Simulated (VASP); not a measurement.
# Al16NO in VASP: single point with PBE

Aim: the single point of Al16NO with PBE.

Everything below comes from runs of VASP 6.6.1. Logs are shortened: lines on timing, memory, paths and dates and some standing lists are left out, and cuts for length are marked.

## (1) Starting point

The cell holds a slab with vacuum, 18 atoms: a = 8.100 Å, b = 5.728 Å, c = 15.296 Å, α = 90.00°, β = 90.00°, γ = 90.00°.

The cell was built by a generator and needn't be a form met in nature.

## (2) Single point, PBE

The input, INCAR:

```
PREC = Accurate
ENCUT = 520
EDIFF = 1E-6
ISMEAR = 0
SIGMA = 0.05
LREAL = Auto
LASPH = T
NELM = 100
ALGO = Fast
ISIF = 2
LWAVE = F
LCHARG = F
GGA = PE
NBANDS = 44
```

The input, KPOINTS:

```
regular mesh
0
Gamma
  2 3 1
```

The input, POSCAR:

```
Al16NO
1.0
    8.1000000000      0.0000000000      0.0000000000
    0.0000000000      5.7275650000      0.0000000000
    0.0000000000      0.0000000000     15.2956740000
Al N O
16 1 1
Direct
    0.2500000000      0.2500000000      0.0653780000
    0.7500000000      0.2500000000      0.0653780000
    0.2500000000      0.7500000000      0.0653780000
    0.7500000000      0.7500000000      0.0653780000
   -0.0007757574      0.0012173267      0.1473515893
    0.4974947715      0.0013422910      0.1545429595
   -0.0007746410      0.4987779867      0.1473660339
    0.4974885749      0.4986253049      0.1545090577
    0.2395907600      0.2500154609      0.2511464003
    0.7554685512      0.2499820227      0.2418004802
    0.2516518519      0.7500099730      0.2419499109
    0.7485048606      0.7499780666      0.2472745485
   -0.0015107928     -0.0223767256      0.3346017730
    0.5056586218     -0.0161897178      0.3406468468
   -0.0014974662      0.5223631427      0.3346313544
    0.5056012881      0.5160513177      0.3405748548
    0.1108001315      0.2499755684      0.3554186425
    0.5131646697      0.2499907952      0.3963978688
```

Potentials or basis: VASP PAW PBE potentials, release 64 (Al, N, O).

Command:

```
$ cat potpaw_PBE.64/Al/POTCAR potpaw_PBE.64/N/POTCAR potpaw_PBE.64/O/POTCAR > POTCAR
$ mpirun -np 1 vasp_std > vasp.out
```

OUTCAR:

```text
PREC = Accurate
   ENCUT = 520
   EDIFF = 1E-6
   ISMEAR = 0
   LREAL = Auto
   LASPH = T
   NELM = 100
   ISIF = 2
   GGA = PE

 ion  position               nearest neighbor table
   1  0.250  0.250  0.065-   5 2.78   7 2.78   8 2.81   6 2.81   9 2.84   3 2.86   3 2.86
   2  0.750  0.250  0.065-  10 2.70   5 2.77   7 2.77   8 2.84   6 2.84   4 2.86   4 2.86
   3  0.250  0.750  0.065-  11 2.70   5 2.79   7 2.79   8 2.82   6 2.82   1 2.86   1 2.86
   4  0.750  0.750  0.065-   5 2.78   7 2.78  12 2.78   8 2.85   6 2.85   2 2.86   2 2.86
   5  0.999  0.001  0.147-   2 2.77   4 2.78   1 2.78   3 2.79  10 2.83   7 2.85  13 2.87   7 2.88
                             9 2.89  11 2.89  12 2.92
   6  0.497  0.001  0.155-  11 2.80   1 2.81   3 2.82   2 2.84   8 2.85   4 2.85  14 2.85  10 2.86
                            12 2.87   8 2.88   9 2.93
   7  0.999  0.499  0.147-   2 2.77   4 2.78   1 2.78   3 2.79  10 2.83   5 2.85  15 2.87   5 2.88
                             9 2.89  11 2.89  12 2.92
   8  0.497  0.499  0.155-  11 2.80   1 2.81   3 2.82   2 2.84   6 2.85  16 2.85   4 2.85  10 2.86
                            12 2.87   6 2.88   9 2.93
   9  0.240  0.250  0.251-  17 1.91  15 2.81  13 2.81   1 2.84  11 2.87  11 2.87   7 2.89   5 2.89
                             6 2.93   8 2.93  16 2.97  14 2.97
  10  0.755  0.250  0.242-   2 2.70   7 2.83   5 2.83   6 2.86   8 2.86  12 2.87  12 2.87  13 2.88
                            15 2.89  16 2.95  14 2.95
  11  0.252  0.750  0.242-   3 2.70   6 2.80   8 2.80  13 2.81  15 2.81   9 2.87   9 2.87  16 2.88
                            14 2.88   7 2.89   5 2.89
  12  0.749  0.750  0.247-  13 2.75  15 2.75  14 2.78  16 2.78   4 2.78  10 2.87  10 2.87   6 2.87
                             8 2.87   7 2.92   5 2.92
  13  0.998  0.978  0.335-  17 1.83  15 2.61  12 2.75   9 2.81  11 2.81   5 2.87  10 2.88  15 3.12

  14  0.506  0.984  0.341-  18 1.75  16 2.68  12 2.78   6 2.85  11 2.88  10 2.95   9 2.97  16 3.05

  15  0.999  0.522  0.335-  17 1.83  13 2.61  12 2.75   9 2.81  11 2.81   7 2.87  10 2.89  13 3.12

  16  0.506  0.516  0.341-  18 1.75  14 2.68  12 2.78   8 2.85  11 2.88  10 2.95   9 2.97  14 3.05

  17  0.111  0.250  0.355-  13 1.83  15 1.83   9 1.91
  18  0.513  0.250  0.396-  16 1.75  14 1.75

  LATTYP: Found a simple orthorhombic cell.
 ALAT       =     5.7275650000
 B/A-ratio  =     1.4142135445
 C/A-ratio  =     2.6705369559

  Lattice vectors:

 A1 = (   0.0000000000,  -5.7275650000,   0.0000000000)
 A2 = (   8.1000000000,   0.0000000000,   0.0000000000)
 A3 = (   0.0000000000,   0.0000000000,  15.2956740000)

Analysis of symmetry for initial positions (statically):
=====================================================================
 Subroutine PRICEL returns:
 Original cell was already a primitive cell.

 Routine SETGRP: Setting up the symmetry group for a
 simple orthorhombic supercell.

 Subroutine GETGRP returns: Found  1 space group operations
 (whereof  1 operations were pure point group operations)
 out of a pool of  8 trial point group operations.

The static configuration has the point symmetry C_1 .

Analysis of symmetry for dynamics (positions and initial velocities):
=====================================================================
 Subroutine PRICEL returns:
 Original cell was already a primitive cell.

 Routine SETGRP: Setting up the symmetry group for a
 simple orthorhombic supercell.

 Subroutine GETGRP returns: Found  1 space group operations
 (whereof  1 operations were pure point group operations)
 out of a pool of  8 trial point group operations.

The dynamic configuration has the point symmetry C_1 .

 Subroutine INISYM returns: Found  1 space group operations
 (whereof  1 operations are pure point group operations),
 and found     1 'primitive' translations

----------------------------------------------------------------------------------------

                                     Primitive cell

  volume of cell :     709.6164

  direct lattice vectors                    reciprocal lattice vectors
     8.100000000  0.000000000  0.000000000     0.123456790  0.000000000  0.000000000
     0.000000000  5.727565000  0.000000000     0.000000000  0.174594265  0.000000000
     0.000000000  0.000000000 15.295674000     0.000000000  0.000000000  0.065377962

  length of vectors
     8.100000000  5.727565000 15.295674000     0.123456790  0.174594265  0.065377962

  position of ions in fractional coordinates (direct lattice)
     0.250000000  0.250000000  0.065378000
     0.750000000  0.250000000  0.065378000
     0.250000000  0.750000000  0.065378000
     0.750000000  0.750000000  0.065378000
     0.999224243  0.001217327  0.147351589
     0.497494772  0.001342291  0.154542959
[... 10 lines left out ...]
     0.110800131  0.249975568  0.355418642
     0.513164670  0.249990795  0.396397869

  ion indices of the primitive-cell ions
   primitive index   ion index
                 1           1
                 2           2
                 3           3
                 4           4
                 5           5
                 6           6
[... 10 lines left out ...]
                17          17
                18          18

----------------------------------------------------------------------------------------

 KPOINTS: regular mesh

Automatic generation of k-mesh.
 Grid dimensions read from file:
 generate k-points for:    2    3    1

 Generating k-lattice:

  Cartesian coordinates                     Fractional coordinates (reciprocal lattice)
     0.061728395  0.000000000  0.000000000     0.500000000  0.000000000  0.000000000
     0.000000000  0.058198088  0.000000000     0.000000000  0.333333333  0.000000000
     0.000000000  0.000000000  0.065377962     0.000000000  0.000000000  1.000000000

  Length of vectors
     0.061728395  0.058198088  0.065377962

  Shift w.r.t. Gamma in fractional coordinates (k-lattice)
     0.000000000  0.000000000  0.000000000

 Subroutine IBZKPT returns following result:
 ===========================================

 Found      4 irreducible k-points:

 Following reciprocal coordinates:
            Coordinates               Weight
  0.000000  0.000000  0.000000      1.000000
  0.500000  0.000000  0.000000      1.000000
  0.000000  0.333333  0.000000      2.000000
  0.500000  0.333333  0.000000      2.000000
   k-points           NKPTS =      4   k-points in BZ     NKDIM =      4   number of bands    NBANDS=     44
   number of dos      NEDOS =    301   number of ions     NIONS =     18
   total plane-waves  NPLWV = 345600
   dimension x,y,z NGX =    60 NGY =   48 NGZ =  120
   dimension x,y,z NGXF=   120 NGYF=   96 NGZF=  240
   ions per type =              16   1   1
   NGX,Y,Z   is equivalent  to a cutoff of  12.31, 13.93, 13.04 a.u.
   NGXF,Y,Z  is equivalent  to a cutoff of  24.63, 27.86, 26.09 a.u.
 SYSTEM =  unknown system
   PREC   = accura    normal or accurate (medium, high low for compatibility)
   ISTART =      0    job   : 0-new  1-cont  2-samecut
   ICHARG =      2    charge: 1-file 2-atom 10-const
   ISPIN  =      1    spin polarized calculation?
   LNONCOLLINEAR =      F non collinear calculations
   LSORBIT =      F    spin-orbit coupling
   LASPH  =      T    aspherical Exc in radial PAW
   ENCUT  =  520.0 eV  38.22 Ry    6.18 a.u.  15.06 10.65 28.44*2*pi/ulx,y,z
   NELM   =    100;   NELMIN=  2; NELMDL= -5     # of ELM steps
   EDIFF  = 0.1E-05   stopping-criterion for ELM
   LREAL  =      T    real-space projection
   EDIFFG = 0.1E-04   stopping-criterion for IOM
   NSW    =      0    number of steps for IOM
   IBRION =     -1    ionic relax: 0-MD 1-quasi-New 2-CG
   NFREE  =      0    steps in history (QN), initial steepest desc. (CG)
   ISIF   =      2    stress and relaxation
   ISYM   =      2    0-nonsym 1-usesym 2-fastsym
   POTIM  = 0.5000    time-step for ionic-motion
   TEBEG  =    0.0;   TEEND  =   0.0 temperature during run
   PSTRESS=    0.0 pullay stress
   NELECT =      59.0000    total number of electrons
   NUPDOWN=      -1.0000    fix difference up-down
   EMIN   =  10.00;   EMAX   =-10.00  energy-range for DOS
   EFERMI =   0.00;   METHOD = LEGACY
   ISMEAR =     0;   SIGMA  =   0.05  broadening in eV -4-tet -1-fermi 0-gaus
   EFERMI_NEDOS =   21; number of points for ismear=-14 and -15
   IALGO  =     68    algorithm
   IMIX   =      4    mixing-type and parameters
     AMIX     =   0.40;   BMIX     =  1.00
     AMIX_MAG =   1.60;   BMIX_MAG =  1.00
  volume/ion in A,a.u.               =      39.42       266.04
  Fermi-wavevector in a.u.,A,eV,Ry     =   0.714525  1.350257  6.946406  0.510546
  Thomas-Fermi vector in A             =   1.802448
   LORBIT       =      0    0 simple, 1 ext, 2 COOP (PROOUT), +10 PAW based schemes
   GGA     = PE    functional components
   LHFCALC =     F    Hartree Fock is set to
   AEXX    =    0.0000 exact exchange contribution
   IVDW    =     0    specifies the selected vdW correction
   LEPSILON=     F    determine dielectric tensor
   LRPA    =     F    only Hartree local field effects (RPA)
 non-spin polarized calculation
 RMM-DIIS sequential band-by-band and
 Gauss-broadening in eV      SIGMA  =   0.05
  energy-cutoff  :      520.00
  volume of cell :      709.62
 maximum number of plane-waves:     19139
   NGX = 31   NGY = 21   NGZ = 57

 number of electron      59.0000005 magnetization

 Free energy of the ion-electron system (eV)
  ---------------------------------------------------
  ext. energy  EPLUGINS =         0.00000000
  ---------------------------------------------------
  free energy    TOTEN  =       -72.45490299 eV

  energy without entropy =      -72.44616453  energy(sigma->0) =      -72.45053376

 E-fermi :   0.4347     XC(G=0):  -5.1867

 val. band max:        0.4146736730   @ k =   0.0000   0.0000   0.0000
 cond. band min:       0.4529841447   @ k =   0.5000   0.0000   0.0000
 fundamental gap:      0.0383104717
 Fermi energy:         0.4346501457

 k-point     1 :       0.0000    0.0000    0.0000
  band No.  band energies     occupation
      1     -18.3422      2.00000
      2     -14.2769      2.00000
      3      -9.5537      2.00000
      4      -7.6064      2.00000
      5      -7.3561      2.00000
      6      -6.8306      2.00000
[... 165 lines left out ...]
     40       3.0680      0.00000
     41       3.1391      0.00000
 [bands above 41 left out]

------------------------ aborting loop because EDIFF is reached ----------------------------------------

  FORCE on cell =-STRESS in cart. coord.  units (eV):
  Direction    XX          YY          ZZ          XY          YZ          ZX
  --------------------------------------------------------------------------------------
  -------------------------------------------------------------------------------------
  Total        1.4454292     -9.8637366     -0.0564198     -0.0013083      0.0005824     -0.0356304
  in kB        3.2635010    -22.2704188     -0.1273852     -0.0029539      0.0013149     -0.0804465
  external PRESSURE =      -6.3781010 kB  Pullay stress =       0.0000000 kB

 VOLUME and BASIS-vectors are now :
 -----------------------------------------------------------------------------
  energy-cutoff  :      520.00
  volume of cell :      709.62
      direct lattice vectors                 reciprocal lattice vectors
     8.100000000  0.000000000  0.000000000     0.123456790  0.000000000  0.000000000
     0.000000000  5.727565000  0.000000000     0.000000000  0.174594265  0.000000000
     0.000000000  0.000000000 15.295674000     0.000000000  0.000000000  0.065377962

 POSITION                                       TOTAL-FORCE (eV/Angst)
 -----------------------------------------------------------------------------------
      2.02500      1.43189      1.00000        -0.048163     -0.000036      0.163789
      6.07500      1.43189      1.00000         0.089920     -0.000136     -0.207901
      2.02500      4.29567      1.00000         0.165915      0.000037      0.088363
      6.07500      4.29567      1.00000        -0.205915      0.000092     -0.040408
      8.09372      0.00697      2.25384         0.001984      0.000789      0.001757
      4.02971      0.00769      2.36384         0.003100     -0.000336     -0.001271
[... 10 lines left out ...]
      0.89748      1.43175      5.43637         0.001396      0.000876      0.004719
      4.15663      1.43184      6.06317         0.003830     -0.001448      0.014530
 -----------------------------------------------------------------------------------
    total drift:                               -0.003700     -0.001413      0.000130

  FREE ENERGIE OF THE ION-ELECTRON SYSTEM (eV)
  ---------------------------------------------------
  free  energy   TOTEN  =       -72.4549029861 eV

  energy  without entropy=      -72.4461645346  energy(sigma->0) =      -72.45053376
```

Run time: 3.5 min. Hardware: 1 thread of AMD EPYC 9R14 (Zen 4), shared host; peak memory 0.69 GiB.

What came out:

- Free energy: -72.4549 eV
- Largest force: 0.227 eV/Å
- Band gap on the k mesh: none (metal or under the smearing width)

Forces on the atoms (eV/Å):
```
Al  -0.048  0.000  0.164
Al   0.090  0.000 -0.208
Al   0.166  0.000  0.088
Al  -0.206  0.000 -0.040
Al   0.002  0.001  0.002
Al   0.003  0.000 -0.001
Al   0.002 -0.001  0.001
Al   0.003  0.001 -0.001
Al   0.003 -0.001 -0.001
Al   0.004  0.000  0.000
Al  -0.005  0.000  0.001
Al   0.001  0.000  0.000
Al  -0.006 -0.010  0.000
Al  -0.005 -0.033 -0.014
Al  -0.006  0.009  0.000
Al  -0.004  0.034 -0.011
N    0.001  0.001  0.005
O    0.004 -0.001  0.015
```

Caveat: the k mesh is coarse (spacing up to 0.39 Å⁻¹), so the values aren't converged; an odd number of electrons without spin polarisation forces a metal; a magnetic or distorted state may lie lower.
